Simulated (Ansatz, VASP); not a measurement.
# B2Au in VASP and in Ansatz

```xyz
6
Lattice="4.0689 0.0000 0.0000 0.0000 4.0689 0.0000 0.0000 0.0000 4.5159" Properties=species:S:1:pos:R:3 pbc="T T T"
B     1.3286    0.0000    2.2579
B     2.7403    0.0000    2.2579
B     0.0000    1.3286    2.2579
B     0.0000    2.7403    2.2579
Au    2.0344    0.0000    0.0000
Au    0.0000    2.0344    0.0000
```

Alike in both runs: task single point; functional PBE; k mesh 4 × 4 × 4; occupations gaussian, width 0.1 eV; no spin polarisation.

```csv
,VASP,Ansatz
version,VASP 6.6.1,Ansatz 0.2.0
potentials or method,"VASP PAW PBE potentials, release 64 (B, Au)","scalar-relativistic, plane waves, PAW"
plane-wave cutoff (eV),520,420
valence electrons in the cell,34,50
```

VASP gave:

* gap on the k mesh at the Fermi level (eV): none
* pressure (GPa): 9.1
* largest component of the traceless stress (GPa): 14.80
* rms of the force components (eV/Å): 3.696

Problem. Which values does Ansatz return?

Solution. gap on the k mesh at the Fermi level (eV): none; pressure (GPa): 9.2; largest component of the traceless stress (GPa): 14.85; rms of the force components (eV/Å): 3.681.

Atom by atom the forces differ by 0.015 eV/Å (rms over components). A gap of «none» marks a metal or a gap that the smearing closes. The two sets of potentials don't hold the same shells in valence.

Caveats: the k mesh is coarse (spacing up to 0.39 Å⁻¹), so the values aren't converged; forces of over 1 eV/Å show positions far from the minimum, so gaps and moduli don't describe the material at rest. The runs have no spin-orbit coupling, so splittings on Au are missing.
